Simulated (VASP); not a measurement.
Computed with vdW-DF2, VASP's PBE PAW potentials (set 64) (plane waves; VASP).

A VASP calculation is set up with these files.

**POSCAR**
```
BN
1.0
  1.2605274218  -2.1832979357   0.0000000000
  1.2605274218   2.1832979357   0.0000000000
  0.0000000000   0.0000000000   6.9235689468
B N
2 2
direct
  0.3333330000   0.6666670000   0.2500000000
  0.6666670000   0.3333330000   0.7500000000
  0.6666670000   0.3333330000   0.2500000000
  0.3333330000   0.6666670000   0.7500000000
```

KPOINTS:
```
kpoints
0
G
 9 9 3
0 0 0
```

### INCAR
```
! general
SYSTEM   = BN
PREC     = Accurate
ENCUT    = 520
LREAL    = .FALSE.
LASPH    = .TRUE.

! electronic loop
EDIFF    = 1E-6
NELM     = 100
ALGO     = Normal

! smearing
ISMEAR   = 0
SIGMA    = 0.05

! functional
GGA      = ML
LUSE_VDW = .TRUE.
AGGAC    = 0.0
ZAB_VDW  = -1.8867

! ions
IBRION   = 2
NSW      = 60
ISIF     = 3
EDIFFG   = -0.02

! output
LWAVE    = .FALSE.
LCHARG   = .FALSE.
```

POTCAR, in this order: B N (PBE.64 set). Program: vasp_std.

Question: Estimate the energy per atom (σ→0).

Answer: 
* **energy per atom (σ→0)**: -7.497 eV/atom

OSZICAR:
```
...
DAV:   7    -0.300834257022E+02    0.25035E+00   -0.58395E-01   704   0.701E+00    0.322E+00
DAV:   8    -0.299938428181E+02    0.89583E-01   -0.53186E-01   700   0.537E+00    0.469E-01
DAV:   9    -0.299864198238E+02    0.74230E-02   -0.21575E-02   692   0.129E+00    0.250E-01
DAV:  10    -0.299868991934E+02   -0.47937E-03   -0.20952E-03   712   0.522E-01    0.524E-02
DAV:  11    -0.299869305314E+02   -0.31338E-04   -0.34859E-04   712   0.165E-01    0.329E-02
DAV:  12    -0.299869187218E+02    0.11810E-04   -0.10626E-04   716   0.943E-02    0.500E-03
DAV:  13    -0.299869188801E+02   -0.15827E-06   -0.22756E-06   692   0.154E-02
   1 F= -.29986919E+02 E0= -.29986919E+02  d E =-.299869E+02
```

The compound is BN in the hex structure. It was relaxed first, which changed the volume by +5 %. The start is the result of an earlier pass.
